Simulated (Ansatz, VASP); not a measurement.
# ZnS in two plane-wave programs

One calculation is typed for both programs; each brings its own data sets. How far apart do they land? The cell is taken from a series of runs on this material, whose earlier steps may have relaxed, scaled, displaced or heated it; both programs get it as it stands.

Main program and level: Ansatz 0.2.0; plane waves, with VASP 6.6.1 beside it; zone-centre phonons at PBE.

## (1) The starting structure

It takes space group F-43m (No. 216, cubic). Conventional cell: a = 5.550 Å, b = 5.550 Å, c = 5.550 Å, α = 90.00°, β = 90.00°, γ = 90.00°. S has 4 Zn at 2.40 Å nearest. Nearest to Zn lie 4 S at 2.40 Å. Farther neighbours and most contacts between anions are not listed.

Structure file:

```cif
data_structure
_symmetry_space_group_name_H-M 'F-43m'
_symmetry_Int_Tables_number 216
_cell_length_a 5.5504
_cell_length_b 5.5504
_cell_length_c 5.5504
_cell_angle_alpha 90.000
_cell_angle_beta 90.000
_cell_angle_gamma 90.000
_cell_volume 170.99
loop_
_atom_site_label
_atom_site_type_symbol
_atom_site_symmetry_multiplicity
_atom_site_Wyckoff_symbol
_atom_site_fract_x
_atom_site_fract_y
_atom_site_fract_z
_atom_site_occupancy
S1 S 4 a 0.00000 0.00000 0.00000 1
Zn1 Zn 4 c 0.25000 0.25000 0.25000 1
```

## (2) Ansatz: zone-centre phonons, PBE

Ansatz runs on its PAW soft_1 files.

Second derivatives magnify differences that forces hide, and they need a tight electronic threshold.

File input.yaml:

```yaml
crystal:
  lattice:
    - [0.0, 2.7752136305, 2.7752136305]
    - [2.7752136305, 0.0, 2.7752136305]
    - [2.7752136305, 2.7752136305, 0.0]
  atoms:
    - { symbol: S, position: [0.0, 0.0, 0.0] }
    - { symbol: Zn, position: [0.75, 0.75, 0.75] }
kpoints:
  mp_grid: { grid: [12, 12, 12] }
hamiltonian:
  xc: pbe
  pseudopotentials: { kind: paw, azcp: { folder: soft_1 } }
scf:
  occupations: { method: fixed }
output:
  eigenvalues: true
phonons:
  method: dfpt
  dielectric: true
  rigid_motions: translations
```

Launch:

```console
> ansatz run input.yaml --threads 4 --pin off --max-ram 10240MiB --backend cpu --events-out ev --progress --plain --runs-dir out
```

Numbers of over 12 decimals in the logs are rounded to 6 here.

Output:

```text
Engine: ansatz 0.2.0, aarch64-unknown-linux-gnu
Pseudopotentials: kind: paw
Pseudopotential: S, paw, valence charge 6, recommended cutoff 420 eV (normal), soft_1/S.paw.azcp
Pseudopotential: Zn, paw, valence charge 12, recommended cutoff 420 eV (normal), soft_1/Zn.paw.azcp
Functional definition: PBE
  parameter kappa = 0.804
  parameter beta = 0.066725
  exchange = pbe_x(kappa = kappa, mu = beta*pi^2/3)
  correlation = pbe_c(beta = beta)
Crystal: 2 atoms, lattice volume = 42.748 Å³
Basis set: ecut = 420 eV, 869 PW (Γ), exchange–correlation on 54×54×54 points (8 copies of the dense FFT grid, shifted against one another)
Bands: 13, of which v1, the nominal top of the filled ones, is band 9 counted from 1 (8 counted from 0)
Symmetry: 24 space group operations
k-points: 280 of 1728 (irreducible under 4 space group operations, time reversal used)
Non-local potential: S, projectors of the file, l = 0: 2, l = 1: 2, l = 2: 1
Non-local potential: Zn, projectors of the file, l = 0: 2, l = 1: 2, l = 2: 3, l = 3: 1
PAW form: soft (Blöchl's): semilocal exchange-correlation on the pseudo side does not see the compensation charge
PAW one-centre angular grid: S, 110 points (default); XC on 64 Gauss nodes
PAW one-centre angular grid: Zn, 590 points (default); XC on 64 Gauss nodes
Initial density: superposition of atomic densities (chi_scale 0.1, normalization cell, long waves kept (reshape's long-wave potential 0.00 eV rms))
Initial wavefunctions: pseudopotential atomic-orbital guess
Functional: x = pbe(κ = 0.804, μ = 0.219515), c = pbe(β = 0.066725)
SCF iter   1: F=—  HF=-4222.800693 eV  |F-HF|=—  |Δ(HF+E_count)|=         —  Δρ=4.11e-2  dr2=4.19e-1  ethr=3.10e-3  ⟨swp⟩=5.0  Hψ=21486  notcnv=0  defer=533
preconditioner: auto → none  [insulator: Δε(μ)=1.954 eV  Ē_g=12.209 eV  n_scr=14 (ndim 8)  ℏωp=24.1 eV  f_vac=0.002  ε∞_Penn≈4.9]
SCF iter   2: F=—  HF=-4222.720529 eV  |F-HF|=—  |Δ(HF+E_count)|=   8.02e-2  Δρ=1.38e-2  dr2=4.66e-2  ethr=2.33e-3  ⟨swp⟩=2.0  Hψ=8700  notcnv=0  defer=540
SCF iter   3: F=—  HF=-4222.710745 eV  |F-HF|=—  |Δ(HF+E_count)|=   9.78e-3  Δρ=1.00e-2  dr2=2.11e-2  ethr=2.59e-4  ⟨swp⟩=2.0  Hψ=6560  notcnv=0  defer=552
SCF iter   4: F=—  HF=-4222.707889 eV  |F-HF|=—  |Δ(HF+E_count)|=   2.86e-3  Δρ=2.24e-3  dr2=1.77e-3  ethr=1.17e-4  ⟨swp⟩=2.0  Hψ=8576  notcnv=0  defer=552
SCF iter   5: F=—  HF=-4222.707777 eV  |F-HF|=—  |Δ(HF+E_count)|=   1.12e-4  Δρ=5.97e-4  dr2=8.57e-5  ethr=9.81e-6  ⟨swp⟩=2.3  Hψ=6252  notcnv=0  defer=552
SCF iter   6: F=—  HF=-4222.707819 eV  |F-HF|=—  |Δ(HF+E_count)|=   4.11e-5  Δρ=8.16e-5  dr2=1.47e-6  ethr=4.76e-7  ⟨swp⟩=2.8  Hψ=6299  notcnv=0  defer=324
SCF iter   7: F=—  HF=-4222.707819 eV  |F-HF|=—  |Δ(HF+E_count)|=   5.42e-8  Δρ=1.15e-5  dr2=4.89e-8  ethr=8.14e-9  ⟨swp⟩=2.1  Hψ=5777  notcnv=0
SCF iter   8: F=—  HF=-4222.707818 eV  |F-HF|=—  |Δ(HF+E_count)|=   1.21e-8  Δρ=1.34e-6  dr2=7.59e-10  ethr=2.72e-10  ⟨swp⟩=2.1  Hψ=5928  notcnv=0
SCF iter   9: F=-4222.707818 eV  HF=-4222.707818 eV  |F-HF|=5.37e-11  |Δ(HF+E_count)|=  8.37e-11  Δρ=3.32e-7  dr2=2.20e-11  ethr=1.00e-12  ⟨swp⟩=9.5  Hψ=27722  notcnv=0
SCF 1 converged in 9 iterations: F = -4222.707818 eV  dr2 = 2.20e-11
  greatest PAW one-centre occupation: 0.984 electrons in one spin orbital (limit 2), on the Zn atom at site 1 (counted from 0), in its partial waves of l = 2
NSCF: frozen V_eff on 1 k-points
DFPT response loops at Γ: preconditioner auto → none (the input reference at scf.mixing.eps_inf says where Resta's filter doesn't serve); β = 0.50; Broyden in place of MSR1
── the response to a field inside a basis, on 12×12×12 k-points: an SCF that follows is theirs, and a resumed run solves both again ──
Bands: 10, of which v1, the nominal top of the filled ones, is band 9 counted from 1 (8 counted from 0)
k-points: 182 of 1728 (irreducible under 6 space group operations, time reversal used)
Initial density: handed on by an earlier stage of this run
Initial wavefunctions: pseudopotential atomic-orbital guess (no wavefunctions were taken with the density)
Eigensolver: Dense (182 Hₖ)
SCF iter   1: F=—  HF=-4222.708009 eV  |F-HF|=—  |Δ(HF+E_count)|=         —  Δρ=3.15e-4  dr2=1.57e-5  ethr=1.00e-1
preconditioner: auto → none  [insulator: Δε(μ)=1.929 eV  Ē_g=9.476 eV  n_scr=14 (ndim 8)  ℏωp=24.1 eV  f_vac=0.042  ε∞_Penn≈7.5]
SCF iter   2: F=—  HF=-4222.708005 eV  |F-HF|=—  |Δ(HF+E_count)|=   3.75e-6  Δρ=3.53e-4  dr2=2.30e-5  ethr=8.71e-8
SCF iter   3: F=—  HF=-4222.708018 eV  |F-HF|=—  |Δ(HF+E_count)|=   1.21e-5  Δρ=3.20e-4  dr2=2.57e-5  ethr=8.71e-8
SCF iter   4: F=-4222.708005 eV  HF=-4222.708005 eV  |F-HF|=2.15e-8  |Δ(HF+E_count)|=   1.29e-5  Δρ=1.53e-5  dr2=5.58e-8  ethr=8.71e-8
SCF 1 converged in 4 iterations: F = -4222.708005 eV  dr2 = 5.58e-8
DFPT response loops at Γ: mixed as the last ones told, above
SCF converged after 9 iterations
Free energy (F): -4222.707818 eV
Harris-Foulkes:  -4222.707818 eV  (|F-HF|=5.37e-11)
Internal energy: -4222.707818 eV  (E = F + TS)
E sigma→0 (E₀):  -4222.707818 eV
Fermi energy:    4.776876 eV
--- Per-component energies (eV) ---
  E_band       = -8.677775
  E_kinetic    = 250.875503
  E_local      = -2318.845889  (includes V_loc(G=0)·N_el)
  E_nonlocal   = 855.230770
  E_hartree    = 883.408588
  E_xc         = -166.331359
  E_vxc        = -132.351270  (∫ρ·V_xc dr)
  E_paw        = -2506.731616  (= ΣΔE_a)
  E_vpaw       = -430.403596  (= ΣTr[D̂ρ^β])
  E_aug_tail   = -0.000246  (compensation charges beyond the density's cutoff)
  E_ewald      = -1220.313569
  E_smearing   = -0.000000  (= −TS)
  E_closure    = 0.000000  (closes the sum)
  Σ components = -4222.707818   (vs F -4222.707818, Δ=0.00e0)
--- Band table (eV; the first three rows and the last of 280) ---
  k-point 0: bands = [... 5 lower, -0.8730, 4.7769, 4.7769, 4.7769, 6.5426, 11.1889, 11.1889, 11.1889]
  k-point 1: bands = [... 5 lower, -0.8737, 4.2043, 4.7177, 4.7177, 7.0177, 11.0949, 11.2978, 11.2978]
  k-point 2: bands = [... 5 lower, -0.8743, 3.1802, 4.5639, 4.5639, 7.6780, 11.0780, 11.5509, 11.5509]
  k-point 279: bands = [... 5 lower, -0.5465, 0.5572, 2.3609, 2.3961, 10.4294, 10.4852, 12.4468, 13.0031]
--- Phonons (Γ-DFPT): 2 representative perturbations + reference, on 280 of 1728 k-points (Σ response iterations 6) ---
  k mesh reduced under 4 symmetry operations, with k and −k counted as one. Each operation leaves every solved perturbation unchanged. A smaller set is not considered because the run solves the response to a homogeneous field
  ASR residual: 2.556e-4 → 0.000e0 eV/Å²; symmetrization residual: 7.952e-6 eV/Å²
  ASR residual per site (eV/Å²): 1.58e-4 2.56e-4
  Γ frequencies (cm⁻¹): 0.00 0.00 0.00 233.47 233.47 233.47
  ε∞ (high-frequency dielectric tensor):
        6.004987    -0.000000     0.000000
       -0.000000     6.004987     0.000000
        0.000000     0.000000     6.004987
  ε⁰ (static dielectric tensor: ions relaxed, cell fixed):
       10.311094    -0.000000     0.000000
       -0.000000    10.311094     0.000000
        0.000000     0.000000    10.311094
  ε⁰ − ε∞ (ionic part):
        4.306107    -0.000000     0.000000
       -0.000000     4.306107     0.000000
        0.000000     0.000000     4.306107
  softest optical mode at Γ: 233.47 cm⁻¹; the repairs (sum rule, projections) moved no ω² at Γ by more than (1.32 cm⁻¹)²
  Born effective charges Z* (e; rows j = field, columns β = displacement):
    site 0:
        -2.09436    0.00000   -0.00000
         0.00000   -2.09436   -0.00000
        -0.00000   -0.00000   -2.09436
    site 1:
         2.09436   -0.00000    0.00000
        -0.00000    2.09436    0.00000
         0.00000    0.00000    2.09436
  Z* charge neutrality: 5.069e-4 e pre-enforcement
  solved inside a basis spanned on kpoints, on 12×12×12 k-points, its susceptibility summed on 16×16×16: ε∞ is read to err by 1.5e-2, Z* by 1.3e-2 e (field_mesh: kpoints solves on kpoints); Z* is corrected for what the basis lacks
  optical modes at Γ without the LO–TO term, one row a degenerate level:
      ω (cm⁻¹)  modes    IR ((D/Å)²/amu)
        233.47      3            14.1128
  optical modes at Γ + LO–TO along q̂ = [1.0000, 0.0000, 0.0000]:
      ω (cm⁻¹)  modes    IR ((D/Å)²/amu)
        233.47      2             9.4086
        305.93      1             4.7043
  optical modes at Γ + LO–TO along q̂ = [0.0000, 1.0000, 0.0000]:
      ω (cm⁻¹)  modes    IR ((D/Å)²/amu)
        233.47      2             9.4086
        305.93      1             4.7043
  optical modes at Γ + LO–TO along q̂ = [0.0000, 0.0000, 1.0000]:
      ω (cm⁻¹)  modes    IR ((D/Å)²/amu)
        233.47      2             9.4086
        305.93      1             4.7043
```

[end of part 1 of 2]

[Lines on the potential files, build, host, timing and source positions are cut from VASP's logs without a mark.]

[Logs are printed without paths, hosts, clocks, repeated set-up lines and the standing remarks that a program may print on its own settings, such as how far it seeks lower states.]

[Hosts, paths, dates, database ids (printed as entryN), source tags and the programs' standing remarks are cut or masked in the printed files.]
